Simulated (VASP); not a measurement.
OSZICAR of a VASP run on Ga₃₁ZnAs₃₂:

**OSZICAR**
```
       N       E                     dE             d eps       ncg     rms          rms(c)
DAV:   1    -0.310977808039E+03   -0.31098E+03   -0.21721E+01   346   0.176E+01    0.136E+01
DAV:   2    -0.311173832428E+03   -0.19602E+00   -0.17041E+00   375   0.404E+00    0.924E+00
DAV:   3    -0.311129858829E+03    0.43974E-01   -0.73523E-02   404   0.698E-01    0.551E+00
DAV:   4    -0.311115808081E+03    0.14051E-01   -0.18476E-02   372   0.335E-01    0.316E+00
DAV:   5    -0.311117877480E+03   -0.20694E-02   -0.78443E-03   372   0.158E-01    0.180E+00
DAV:   6    -0.311123324690E+03   -0.54472E-02   -0.53680E-03   364   0.129E-01    0.103E+00
DAV:   7    -0.311122678154E+03    0.64654E-03   -0.45291E-03   380   0.106E-01    0.583E-01
DAV:   8    -0.311121170867E+03    0.15073E-02   -0.16913E-03   375   0.752E-02    0.321E-01
DAV:   9    -0.311120736082E+03    0.43478E-03   -0.89183E-04   359   0.474E-02    0.176E-01
DAV:  10    -0.311120694017E+03    0.42066E-04   -0.57995E-04   367   0.274E-02    0.976E-02
DAV:  11    -0.311120744497E+03   -0.50480E-04   -0.49202E-04   356   0.160E-02    0.591E-02
DAV:  12    -0.311120809202E+03   -0.64706E-04   -0.48143E-04   287   0.116E-02    0.447E-02
DAV:  13    -0.311120873368E+03   -0.64166E-04   -0.49728E-04   308   0.114E-02    0.404E-02
DAV:  14    -0.311120937327E+03   -0.63958E-04   -0.51671E-04   279   0.113E-02    0.399E-02
DAV:  15    -0.311121004909E+03   -0.67582E-04   -0.55168E-04   303   0.116E-02    0.405E-02
DAV:  16    -0.311121081053E+03   -0.76144E-04   -0.60572E-04   279   0.113E-02    0.416E-02
DAV:  17    -0.311121171181E+03   -0.90128E-04   -0.69175E-04   300   0.116E-02    0.435E-02
DAV:  18    -0.311121281134E+03   -0.10995E-03   -0.81208E-04   287   0.116E-02    0.462E-02
DAV:  19    -0.311121416776E+03   -0.13564E-03   -0.97418E-04   300   0.121E-02    0.499E-02
DAV:  20    -0.311121584069E+03   -0.16729E-03   -0.11798E-03   311   0.127E-02    0.546E-02
DAV:  21    -0.311121788527E+03   -0.20446E-03   -0.14290E-03   311   0.137E-02    0.600E-02
DAV:  22    -0.311122034759E+03   -0.24623E-03   -0.17182E-03   327   0.149E-02    0.660E-02
DAV:  23    -0.311122325633E+03   -0.29087E-03   -0.20381E-03   356   0.165E-02    0.724E-02
DAV:  24    -0.311122661122E+03   -0.33549E-03   -0.23726E-03   367   0.182E-02    0.789E-02
DAV:  25    -0.311123036991E+03   -0.37587E-03   -0.26963E-03   380   0.199E-02    0.853E-02
DAV:  26    -0.311123443948E+03   -0.40696E-03   -0.29788E-03   375   0.217E-02    0.911E-02
DAV:  27    -0.311123867353E+03   -0.42341E-03   -0.31852E-03   375   0.235E-02    0.960E-02
DAV:  28    -0.311124288132E+03   -0.42078E-03   -0.32827E-03   375   0.252E-02    0.996E-02
DAV:  29    -0.311124685209E+03   -0.39708E-03   -0.32497E-03   380   0.265E-02    0.102E-01
DAV:  30    -0.311125038785E+03   -0.35358E-03   -0.30809E-03   375   0.274E-02    0.101E-01
DAV:  31    -0.311125333886E+03   -0.29510E-03   -0.27914E-03   380   0.279E-02    0.993E-02
DAV:  32    -0.311125562896E+03   -0.22901E-03   -0.24133E-03   375   0.276E-02    0.951E-02
DAV:  33    -0.311125726106E+03   -0.16321E-03   -0.19884E-03   380   0.268E-02    0.891E-02
DAV:  34    -0.311125830671E+03   -0.10457E-03   -0.15599E-03   375   0.254E-02    0.815E-02
DAV:  35    -0.311125888219E+03   -0.57548E-04   -0.11638E-03   372   0.234E-02    0.728E-02
DAV:  36    -0.311125911969E+03   -0.23750E-04   -0.82434E-04   367   0.211E-02    0.635E-02
DAV:  37    -0.311125914241E+03   -0.22728E-05   -0.55278E-04   380   0.185E-02    0.540E-02
DAV:  38    -0.311125905134E+03    0.91075E-05   -0.34938E-04   367   0.158E-02    0.448E-02
DAV:  39    -0.311125891784E+03    0.13350E-04   -0.20617E-04   348   0.132E-02    0.361E-02
DAV:  40    -0.311125878470E+03    0.13314E-04   -0.11209E-04   247   0.109E-02    0.282E-02
DAV:  41    -0.311125867624E+03    0.10846E-04   -0.57943E-05   220   0.942E-03    0.211E-02
DAV:  42    -0.311125860219E+03    0.74049E-05   -0.25278E-05   191   0.720E-03
   1 F= -.31112586E+03 E0= -.31112243E+03  d E =-.685974E-02
```

**Question.** Which electronic solver shows in the log?

**Answer.** It is blocked Davidson (ALGO = Normal, or the opening steps of other solvers). The INCAR had ALGO = Normal.

**Question.** Can the final energy be trusted as converged?

**Answer.** The run converged. It stopped with EDIFF = 1E-5, NELM = 50 (HSE06 screened hybrid, plane waves, VASP's PBE PAW potentials (set 64)). The cell is charged, with a uniform compensating background. The supercell is sampled at Γ alone, which is coarse: total energies, pressure and levels can be off, energies of defects by several tenths of an eV.

The cell is a supercell with a defect, built from GaAs (zinc blende): Zn_Ga, charge +1. The cell's shape comes from a PBE relaxation. The run is not spin-polarised, so no state with unpaired spins was tried.
